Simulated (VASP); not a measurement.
A VASP calculation is set up with these files.

**INCAR**
```
ISIF  =  2   ! forces and stress, cell fixed
LWAVE  =  F
LCHARG  =  T
LASPH  =  T
NEDOS  =  601
LREAL  =  F   ! projection in real space or not
SYSTEM  =  HfB2
GGA  =  PE
NELM  =  100   ! most electronic steps
EDIFF  =  1E-7   ! SCF stop (eV)
ENCUT  =  520   ! plane-wave cut-off (eV)
ISMEAR  =  -5
PREC  =  Accurate
LMAXMIX  =  6
LORBIT  =  11   ! lm-projected
LEFG  =  T
ALGO  =  Normal
```

File POSCAR:
```
HfB2
1
    1.5706953296    -2.7205243464     0.0000000000
    1.5706953296     2.7205243464     0.0000000000
    0.0000000000     0.0000000000     3.4913938521
Hf B
1 2
Direct
  0.0000000000   1.0000000000   0.0000000000
  0.3333330000   0.6666670000   0.5000000000
  0.6666670000   0.3333330000   0.5000000000
```

**KPOINTS**
```
Automatic mesh
0
Gamma
13 13 10
0 0 0
```

POTCAR, in this order: Hf_pv B (PBE.64 set). Program: vasp_std.

Task: Write an equivalent input for Ansatz.

Result: One equivalent input (not run):
Ansatz 0.2 input:
```yaml
crystal:
  lattice:
    - [1.5706953, -2.7205243, 0.0000000]
    - [1.5706953, 2.7205243, 0.0000000]
    - [0.0000000, 0.0000000, 3.4913939]
  atoms:
    - { symbol: Hf, position: [0.0000000, 1.0000000, 0.0000000] }
    - { symbol: B, position: [0.3333330, 0.6666670, 0.5000000] }
    - { symbol: B, position: [0.6666670, 0.3333330, 0.5000000] }
kpoints:
  mp_grid: { grid: [13, 13, 10] }
hamiltonian:
  xc: pbe
  pseudopotentials: { kind: paw }
scf:
  occupations: { method: tetrahedron }
  max_iter: 100
output: { forces: true, stress: true, eigenvalues: true }
```
What does not carry over: each code has its own PAW files, so the cut-off isn't converted (ENCUT is set for VASP's; basis.ecutwfc is left out, and Ansatz then takes the one that its files recommend); Ansatz stops its SCF on the density residual and VASP on the energy change (EDIFF); the field gradients of LEFG aren't asked of the other code.

The compound is HfB2 in the AlB2 type structure. It was relaxed first.
